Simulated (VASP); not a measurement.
All values below come from PBE GGA, VASP's PBE PAW potentials (set 64) (plane waves; VASP).

VASP ran on this input.

### POSCAR
```
Br atom
1
   12.0000000000     0.0000000000     0.0000000000
    0.0000000000    12.5000000000     0.0000000000
    0.0000000000     0.0000000000    13.0000000000
Br
1
Direct
  0.0000000000   0.0000000000   0.0000000000
```

### KPOINTS
```
Automatic mesh
0
Gamma
1 1 1
0 0 0
```

### INCAR
```
SYSTEM = Br atom
PREC = Normal; ENCUT = 520; LREAL = .False.
LASPH = .True.; ISYM = 0
EDIFF = 1E-6; NELM = 200; ALGO = All
LMAXMIX = 4
ISMEAR = 0; SIGMA = 0.01
GGA = PE
ISPIN = 2; MAGMOM = 1; NUPDOWN = 1
LWAVE = .False.; LCHARG = .False.; LORBIT = 10
```

POTCAR, in this order: Br (PBE.64 set). Program: vasp_gam. Read from the step before: WAVECAR.

The run wrote:

**OSZICAR**
```
       N       E                     dE             d eps       ncg     rms           ort
SDA:   1    -0.215178976349E+00   -0.21518E+00    0.00000E+00     8   0.293E-04   0.000E+00
CGA:   2    -0.215181267247E+00   -0.22909E-05   -0.22958E-05     8   0.320E-06   0.926E-08
CGA:   3    -0.215181445342E+00   -0.17809E-06   -0.15819E-06     8   0.650E-06   0.692E-07
SDA:   4    -0.216261944393E+00   -0.10805E-02   -0.67844E-03     8   0.377E-02   0.401E-04
CGA:   5    -0.218153229193E+00   -0.18913E-02   -0.18914E-02     8   0.120E-01  -0.381E-04
SDA:   6    -0.233325223532E+00   -0.15172E-01   -0.17940E-01     8   0.131E+00  -0.608E-02
CGA:   7    -0.260371027956E+00   -0.27046E-01   -0.26878E-01     8   0.159E-01   0.388E-02
SDA:   8    -0.263215227453E+00   -0.28442E-02   -0.11585E+00     8   0.307E-01  -0.113E-01
CGA:   9    -0.269008589077E+00   -0.57934E-02   -0.57686E-02     8   0.139E-02   0.114E-03
CGA:  10    -0.269521361938E+00   -0.51277E-03   -0.51542E-03     8   0.271E-03   0.379E-05
CGA:  11    -0.269649136270E+00   -0.12777E-03   -0.12811E-03     8   0.135E-03   0.614E-06
CGA:  12    -0.269704787091E+00   -0.55651E-04   -0.55707E-04     8   0.224E-04  -0.386E-06
CGA:  13    -0.269713083489E+00   -0.82964E-05   -0.82976E-05     8   0.491E-05   0.323E-08
CGA:  14    -0.269715113430E+00   -0.20299E-05   -0.20322E-05     8   0.134E-05   0.469E-07
CGA:  15    -0.269715767051E+00   -0.65362E-06   -0.66336E-06     8   0.402E-06   0.451E-08
   1 F= -.26971577E+00 E0= -.26971577E+00  d E =-.316876E-18  mag=     1.0000
```

### OUTCAR
```
------------------------ aborting loop because EDIFF is reached ----------------------------------------
  FORCE on cell =-STRESS in cart. coord.  units (eV):
  Direction    XX          YY          ZZ          XY          YZ          ZX
  --------------------------------------------------------------------------------------
  Total       -0.0006175     -0.0008488     -0.0030195     -0.0004129     -0.0000795     -0.0004527
  in kB       -0.0005074     -0.0006974     -0.0024809     -0.0003393     -0.0000653     -0.0003719
  external PRESSURE =      -0.0012285 kB  Pullay stress =       0.0000000 kB
  volume of cell :     1950.00
      direct lattice vectors                 reciprocal lattice vectors
    12.000000000  0.000000000  0.000000000     0.083333333  0.000000000  0.000000000
     0.000000000 12.500000000  0.000000000     0.000000000  0.080000000  0.000000000
     0.000000000  0.000000000 13.000000000     0.000000000  0.000000000  0.076923077
 POSITION                                       TOTAL-FORCE (eV/Angst)
 -----------------------------------------------------------------------------------
      0.00000      0.00000      0.00000        -0.000006     -0.000006      0.000007
 -----------------------------------------------------------------------------------
    total drift:                               -0.000006     -0.000006      0.000007
  FREE ENERGIE OF THE ION-ELECTRON SYSTEM (eV)
  ---------------------------------------------------
  free  energy   TOTEN  =        -0.2697157671 eV

  energy  without entropy=       -0.2697157671  energy(sigma->0) =       -0.26971577

 total charge

# of ion       s       p       d       tot
------------------------------------------
    1        1.629   3.044   0.001   4.674

 magnetization (x)

# of ion       s       p       d       tot
------------------------------------------
    1        0.022   0.648   0.001   0.671
```
(Selected blocks of OUTCAR.)

The atom may not be in its lowest state.

The cell is a free atom in a box.
